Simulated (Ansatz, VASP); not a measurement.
# GaH2N (H-GaN-H chair bilayer, AA) in two plane-wave programs, part 2 of 2

Aim: how closely do two programs agree when they are given the same cell, functional and k mesh? The structure shown is the start of the Ansatz relaxation below; VASP solves that cell, so the two are compared at the walk's first step.

VASP 6.6.1 and Ansatz 0.2.0.

So far: The structure; Ansatz: relaxation, LDA.

**3. VASP: single point, LDA, start cell**

Level of this step: LDA; plane waves and PAW (H, N, Ga_d) (VASP).

The same cell, functional (in two slightly different forms), mesh and smearing now go to VASP, with its own data sets.

Lines of VASP's logs that name or quote its potential files are left out, and so is its time.

INCAR

```
SYSTEM = GaH2N
PREC = Accurate
ENCUT = 520
EDIFF = 1E-06
NELM = 120
ISMEAR = -1
SIGMA = 0.05
LREAL = .FALSE.
ALGO = Normal
GGA = CA
NBANDS = 28
LORBIT = 11
LWAVE = .FALSE.
LCHARG = .FALSE.
ISIF = 2
LDIPOL = .TRUE.
IDIPOL = 3
DIPOL = 0.5 0.5 0.497
LVHAR = .TRUE.
LASPH = .TRUE.
GGA_COMPAT = .FALSE.
NELMDL = -8
KPAR = 2
```

POSCAR

```
GaH2N
1.0
    3.1845000000      0.0000000000      0.0000000000
   -1.5922500000      2.7578580000      0.0000000000
    0.0000000000      0.0000000000     48.3866670000
H N Ga
4 2 2
Direct
    0.6666666667      0.3333333333      0.4102369771
    0.3333333333      0.6666666667      0.4762331119
    0.6666666667      0.3333333333      0.5237668674
    0.3333333333      0.6666666667      0.5897630229
    0.6666666667      0.3333333333      0.4313171643
    0.6666666667      0.3333333333      0.5448470547
    0.3333333333      0.6666666667      0.4446128311
    0.3333333333      0.6666666667      0.5581427421
```

KPOINTS

```
Automatic mesh
0
Gamma
12 12 1
0 0 0
```

The projector-augmented-wave data sets are H, N and Ga_d (LDA family, release 64).

Command:

```console
$ mpirun -np 2 vasp_std
```

Numbers of over 12 decimals in the logs are rounded to 6 here.

The program printed:

```text
[banner, memory and clock lines left out]
running    2 mpi-ranks, on    1 nodes
 distrk:  each k-point on    1 cores,    2 groups
 distr:  one band on    1 cores,    1 groups

 POSCAR found type information on POSCAR H N Ga
 POSCAR found :  3 types and       8 ions
 LDA part: xc-table for (Slater(with rela. corr.)+CA(PZ))
 , standard interpolation
 POSCAR, INCAR and KPOINTS ok, starting setup
 FFT: planning ... GRIDC
 FFT: planning ... GRID_SOFT
 FFT: planning ... GRID
 WAVECAR not read
 entering main loop
       N       E                     dE             d eps       ncg     rms          rms(c)
DAV:   1     0.270576017155E+03    0.27058E+03   -0.17355E+04  1272   0.119E+03
DAV:   2     0.540794923719E+01   -0.26517E+03   -0.25369E+03  1340   0.270E+02
DAV:   3    -0.444530250289E+02   -0.49861E+02   -0.49536E+02  1376   0.118E+02
DAV:   4    -0.472452061669E+02   -0.27922E+01   -0.27839E+01  1636   0.321E+01
DAV:   5    -0.472757729218E+02   -0.30567E-01   -0.30541E-01  1440   0.318E+00
DAV:   6    -0.472763789170E+02   -0.60600E-03   -0.60595E-03  1572   0.503E-01
DAV:   7    -0.472763864243E+02   -0.75073E-05   -0.75068E-05  1452   0.501E-02
DAV:   8    -0.472763866358E+02   -0.21153E-06   -0.21155E-06  1112   0.955E-03    0.126E+01
DAV:   9    -0.417707148704E+02    0.55057E+01   -0.17085E+01  1720   0.510E+01    0.462E+00
DAV:  10    -0.415533771785E+02    0.21734E+00   -0.25559E+00  1364   0.959E+00    0.343E+00
DAV:  11    -0.413297332192E+02    0.22364E+00   -0.87069E-01  1752   0.843E+00    0.970E-01
DAV:  12    -0.412857398261E+02    0.43993E-01   -0.21813E-01  1616   0.516E+00    0.359E-01
DAV:  13    -0.412819014115E+02    0.38384E-02   -0.69449E-02  1344   0.139E+00    0.267E-01
DAV:  14    -0.412796939038E+02    0.22075E-02   -0.89821E-03  1480   0.774E-01    0.115E-01
[...]
DAV:  23    -0.412798115791E+02   -0.53665E-04   -0.64048E-06   988   0.960E-03    0.358E-03
DAV:  24    -0.412798449036E+02   -0.33324E-04   -0.61777E-06   904   0.141E-02    0.126E-03
DAV:  25    -0.412798615328E+02   -0.16629E-04   -0.21380E-06   852   0.515E-03    0.125E-03
DAV:  26    -0.412798692904E+02   -0.77576E-05   -0.93864E-07   820   0.335E-03    0.769E-04
DAV:  27    -0.412798739854E+02   -0.46950E-05   -0.44511E-07   864   0.369E-03    0.460E-04
DAV:  28    -0.412798756766E+02   -0.16912E-05   -0.14461E-07   860   0.191E-03    0.180E-04
DAV:  29    -0.412798774722E+02   -0.17956E-05   -0.10466E-07   844   0.864E-04    0.147E-04
DAV:  30    -0.412798780161E+02   -0.54384E-06   -0.42634E-08   844   0.781E-04
   1 F= -.41279878E+02 E0= -.41277626E+02  d E =-.450367E-02
```

Parts of OUTCAR (step 3):

```text
ion  position               nearest neighbor table
   1  0.667  0.333  0.410-   5 1.02
   2  0.333  0.667  0.476-   7 1.53
   3  0.667  0.333  0.524-   6 1.02
   4  0.333  0.667  0.590-   8 1.53
   5  0.667  0.333  0.431-   1 1.02   7 1.95   7 1.95   7 1.95
   6  0.667  0.333  0.545-   3 1.02   8 1.95   8 1.95   8 1.95
   7  0.333  0.667  0.445-   2 1.53   5 1.95   5 1.95   5 1.95
   8  0.333  0.667  0.558-   4 1.53   6 1.95   6 1.95   6 1.95

  LATTYP: Found a hexagonal cell.
 ALAT       =     3.1845000000
 C/A-ratio  =    15.1944314649

 Subroutine GETGRP returns: Found  6 space group operations
 (whereof  6 operations were pure point group operations)

The static configuration has the point symmetry C_3v.

 Found     19 irreducible k-points:

   k-points           NKPTS =     19   k-points in BZ     NKDIM =     19   number of bands    NBANDS=     28

   dimension x,y,z NGX =    24 NGY =   24 NGZ =  360
   dimension x,y,z NGXF=    48 NGYF=   48 NGZF=  720

   ENCUT  =  520.0 eV  38.22 Ry    6.18 a.u.   5.92  5.92 89.97*2*pi/ulx,y,z

   NELECT =      40.0000    total number of electrons

 k-points in reciprocal lattice and weights: Automatic mesh
   0.00000000  0.00000000  0.00000000       0.007
   0.08333333  0.00000000  0.00000000       0.042
   0.16666667  0.00000000  0.00000000       0.042
   0.25000000  0.00000000  0.00000000       0.042
   0.33333333  0.00000000  0.00000000       0.042
   0.41666667  0.00000000  0.00000000       0.042
   0.50000000  0.00000000  0.00000000       0.021
   0.08333333  0.08333333  0.00000000       0.042
   0.16666667  0.08333333  0.00000000       0.083
[...]
0.33333333  0.25000000  0.00000000       0.083
   0.33333333  0.33333333  0.00000000       0.014

 dipolmoment           0.000000      0.000000      0.311154 electrons x Angstroem

 average (electrostatic) potential at core
       1 -43.9272       2 -39.4703       3 -40.8314       4 -36.3889       5 -73.3927
       6 -70.3365       7 -75.3489       8 -72.2778

 E-fermi :  -3.4767

 k-point     1 :       0.0000    0.0000    0.0000
  band No.  band energies     occupation
    ...
     17      -6.6329      2.00000
     18      -4.6818      2.00000
     19      -3.5707      1.73551
     20      -3.5707      1.73551
     21      -3.5556      1.65776
     22      -2.1504      0.00000
     23      -1.7932      0.00000
     24      -1.4736      0.00000
     25      -1.0043      0.00000
     26      -0.3653      0.00000
    ...

 k-point     2 :       0.0833    0.0000    0.0000
  band No.  band energies     occupation
    ...
     16      -7.0461      2.00000
     17      -6.7355      2.00000
     18      -4.6951      2.00000
     19      -3.9727      1.99990
     20      -3.6731      1.96143
     21      -3.3304      0.10188
     22      -1.9523      0.00000
     23      -1.6267      0.00000
     24      -1.3016      0.00000
     25      -0.8447      0.00000
    ...

 k-point     3 :       0.1667    0.0000    0.0000
  band No.  band energies     occupation
    ...
     16      -7.4303      2.00000
     17      -7.0036      2.00000
     18      -5.2494      2.00000
     19      -4.3027      2.00000
     20      -3.9410      1.99981
     21      -2.8692      0.00001
     22      -1.4797      0.00000
     23      -1.1690      0.00000
     24      -0.8148      0.00000
     25      -0.3818      0.00000
    ...

  Total       -0.6370706     -0.6370706      2.6229461      0.0000000     -0.0000000      0.0000000
  in kB       -2.4019241     -2.4019243      9.8891981      0.0000000     -0.0000000      0.0000000
  external PRESSURE =       1.6951166 kB  Pullay stress =       0.0000000 kB

  energy-cutoff  :      520.00
  volume of cell :      424.95
      direct lattice vectors                 reciprocal lattice vectors
     3.184500000  0.000000000  0.000000000     0.314021039  0.181300125  0.000000000
    -1.592250000  2.757858000  0.000000000     0.000000000  0.362600250  0.000000000
     0.000000000  0.000000000 48.386667000     0.000000000  0.000000000  0.020666850

 POSITION                                       TOTAL-FORCE (eV/Angst)
 -----------------------------------------------------------------------------------
      1.59225      0.91929     19.85000         0.000000      0.000000     -0.474860
     -0.00000      1.83857     23.04333         0.000000      0.000000      0.306676
      1.59225      0.91929     25.34333         0.000000      0.000000     -0.548185
     -0.00000      1.83857     28.53667         0.000000      0.000000      0.236494
      1.59225      0.91929     20.87000         0.000000      0.000000     -0.347399
      1.59225      0.91929     26.36333        -0.000000      0.000000     -0.359107
     -0.00000      1.83857     21.51333        -0.000000     -0.000000      0.573843
     -0.00000      1.83857     27.00667        -0.000000     -0.000000      0.612538
 -----------------------------------------------------------------------------------
    total drift:                                0.000001     -0.000002     -0.000462

  FREE ENERGIE OF THE ION-ELECTRON SYSTEM (eV)
  ---------------------------------------------------
  free  energy   TOTEN  =       -41.2798780161 eV

  energy  without entropy=      -41.2753743432  energy(sigma->0) =      -41.27762618

 vacuum level on the upper side and lower side of the slab         4.521        -1.891

 total charge
# of ion       s       p       d       tot
------------------------------------------
    1        0.632   0.086   0.000   0.719
    2        0.528   0.011   0.000   0.539
    3        0.631   0.086   0.000   0.718
    4        0.526   0.011   0.000   0.537
    5        1.213   2.583   0.000   3.796
    6        1.213   2.582   0.000   3.795
    7        0.841   0.970  10.126  11.937
    8        0.842   0.969  10.125  11.936
--------------------------------------------------
tot          6.428   7.299  20.251  33.977

[... 3 further parts left out ...]
```

**4. Side by side**

Known differences besides the potentials themselves: the two LDA forms differ slightly; Ansatz cuts the interaction across the vacuum, VASP repeats the sheet with a dipole correction; the cutoff is 420 eV in Ansatz and 520 eV in VASP; VASP's log shows a relativistic correction to its local exchange, Ansatz's none. Total energies have different zeros and are not compared.

Forces (eV/Å; atoms numbered as in POSCAR):

```tsv
atom	Ansatz x, y, z	VASP x, y, z
H1	0.000, 0.000, -0.400	0.000, 0.000, -0.475
H2	0.000, 0.000, 0.287	0.000, 0.000, 0.307
H3	0.000, 0.000, -0.474	0.000, 0.000, -0.548
H4	0.000, 0.000, 0.213	0.000, 0.000, 0.236
N5	0.000, 0.000, -0.346	0.000, 0.000, -0.347
N6	0.000, 0.000, -0.361	0.000, 0.000, -0.359
Ga7	0.000, 0.000, 0.517	0.000, 0.000, 0.574
Ga8	0.000, 0.000, 0.564	0.000, 0.000, 0.613
```

The forces differ by 27 meV/Å r.m.s., which is 10.4 % of the r.m.s. force of 0.261 eV/Å (both taken over all components). With vacuum in the cell, a pressure given here is an average over mostly empty space and none of the material.

**5. What came out**

```yaml
r_m_s_force_difference_single_point_lda_start_cell: 10 % of the r.m.s. force
```

The r.m.s. force difference is 10 % of the r.m.s. force (single point, LDA, start cell), beyond the 3 % picked in this series as the mark of a large difference. What causes the difference of the single point, LDA, start cell pair stays open here. 1 further run of this series is not shown here. How closely two codes agree says nothing of how well the functional describes the real material.

[Lines on the potential files, build, host, timing and source positions are cut from VASP's logs without a mark.]

[Logs are printed without paths, hosts, clocks, repeated set-up lines and the standing remarks that a program may print on its own settings, such as how far it seeks lower states.]

[Hosts, paths, dates, database ids (printed as entryN), source tags and the programs' standing remarks are cut or masked in the printed files.]
